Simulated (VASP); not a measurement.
All values below come from LDA (Ceperley-Alder, Perdew-Zunger), VASP's LDA PAW potentials (set 64) (plane waves; VASP 6.6.1).

VASP ran on this input.

### INCAR
```
! general
SYSTEM  = Rb3Sb2Au3
PREC    = Accurate
ENCUT   = 300
LREAL   = .FALSE.
LASPH   = .TRUE.

! electronic loop
EDIFF   = 1E-6
NELM    = 100
ALGO    = Normal
LMAXMIX = 6

! smearing
ISMEAR  = -1
SIGMA   = 0.02

! ions
ISIF    = 2

! output
LWAVE   = .FALSE.
LCHARG  = .FALSE.
```

KPOINTS:
```
Regular mesh
0
gamma
3 3 3
0 0 0
```

File POSCAR:
```
Rb3Sb2Au3
1
    3.1998030000     1.8474070000     7.1636820000
   -3.1998030000     1.8474070000     7.1636820000
    0.0000000000    -3.6948150000     7.1636820000
Rb Sb Au
3 2 3
Direct
  0.5000000000   0.5000000000   0.5000000000
  0.9193770000   0.9193770000   0.9193770000
  0.0806230000   0.0806230000   0.0806230000
  0.2472400000   0.2472400000   0.2472400000
  0.7527600000   0.7527600000   0.7527600000
  0.5000000000   0.0000000000   0.5000000000
  0.5000000000   0.5000000000   0.0000000000
  0.0000000000   0.5000000000   0.5000000000
```

POTCAR, in this order: Rb_sv Sb Au (LDA.64 set). Program: vasp_std.

Question: Predict the energy per atom (σ→0), largest force.

Answer: 
```json
{
 "energy per atom (σ→0)": "-3.685 eV/atom",
 "largest_force": "0.424 eV/Å"
}
```

OSZICAR:
```
...
DAV:   7    -0.295353522408E+02    0.14554E+00   -0.63675E-01   582   0.295E+00    0.421E+00
DAV:   8    -0.294829627875E+02    0.52389E-01   -0.15237E-01   592   0.133E+00    0.881E-01
DAV:   9    -0.294818543780E+02    0.11084E-02   -0.22319E-02   662   0.586E-01    0.258E-01
DAV:  10    -0.294815502430E+02    0.30413E-03   -0.19639E-03   600   0.177E-01    0.645E-02
DAV:  11    -0.294815600320E+02   -0.97890E-05   -0.19383E-04   678   0.631E-02    0.333E-02
DAV:  12    -0.294815585259E+02    0.15061E-05   -0.31384E-05   614   0.254E-02    0.118E-02
DAV:  13    -0.294815588755E+02   -0.34960E-06   -0.50669E-06   560   0.923E-03
   1 F= -.29481559E+02 E0= -.29481559E+02  d E =-.303925E-11
```

The structure comes from a computed database's Rb3Sb2Au3 entry (R-3m); how it stands against other phases isn't given here. The cell was not relaxed at this level, and its volume differs by -5.9 % from the start's.
